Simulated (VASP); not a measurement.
Data:

```xyz
5
Lattice="5.1383 0.0000 0.0000 -2.5692 4.4499 0.0000 0.0000 0.0000 5.1945" Properties=species:S:1:pos:R:3 pbc="T T T"
K      0.0000     2.9666     4.0426
K      2.5692     1.4833     1.1519
Pt     0.0000     0.0000     2.5973
C      0.0000     0.0000     4.5602
C      0.0000     0.0000     0.6343
```

Calculation: LDA (Ceperley-Alder, Perdew-Zunger), VASP's LDA PAW potentials (set 64) (plane waves; VASP). Run with 400 eV cut-off, 6×6×5 Γ-centred mesh, Fermi-Dirac smearing of 0.010 eV, potentials K_sv Pt C.

At this cut-off the stress carries a Pulay error, which pulls relaxed volumes low.

Q: Estimate the energy per atom (σ→0), pressure.

A: 
```yaml
energy per atom (σ→0): -6.047 eV/atom
pressure: -2.62 GPa
```

The structure comes from a computed database's K2PtC2 entry (P-3m1); how it stands against other phases isn't given here. The cell was not relaxed at this level.
